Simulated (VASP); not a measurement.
Write the native input for VASP 6.6.1 that does the following.

```yaml
Task: single point
Functional: PBE
Potentials_or_basis: VASP PAW PBE potentials, release 64 (Li_sv, Be)
Cutoff: 520 eV
k_mesh: 8 × 8 × 8
Occupations: fermi-dirac, width 0.05 eV
Spin: no spin polarisation
Further_INCAR_settings: ALGO = Normal; EDIFF = 1e-07; NBANDS = 13
```

The structure of LiBe lies in POSCAR:

```
LiBe
1.0
   -2.8111530000      0.0000000000     -2.8111530000
    0.0000000000     -2.8111530000     -2.8111530000
   -2.8111530000     -2.8111530000      0.0000000000
Li Be
2 2
Direct
    0.4893451600      0.5241696000      0.4899630700
    0.0038243500      0.0036445700      0.0063338600
    0.2540265700      0.2372696100      0.2583183600
    0.7528039200      0.7349162200      0.7453847100
```

The cell comes from a database or a generator and needn't be the stable form of this composition.

The cell isn't the ideal one: all atoms moved at random, sigma 0.05 Å a component.

The input as run:

INCAR

```
  ALGO = Normal
  EDIFF = 1E-7
  ENCUT = 520
  GGA = PE
  ISIF = 2
  ISMEAR = -1
  LASPH = True
  LCHARG = False
  LREAL = False
  LWAVE = False
  NBANDS = 13
  NELM = 100
  PREC = Accurate
  SIGMA = 0.05
```

KPOINTS

```
k-points
0
Gamma
  8 8 8
```

Potentials or basis: VASP PAW PBE potentials, release 64 (Li_sv, Be).

Command:

```console
$ cat potpaw_PBE.64/Li_sv/POTCAR potpaw_PBE.64/Be/POTCAR > POTCAR
$ mpirun -np 1 vasp_std > vasp.out
```

It gave:

```yaml
Largest_force: 0.617 eV/Å
Band_gap_on_the_k_mesh: none (metal or under the smearing width)
```

Run time: 62 s on 1 thread of Intel(R) Xeon(R) 6975P-C (Granite Rapids), on a shared host, peak memory 0.25 GiB.
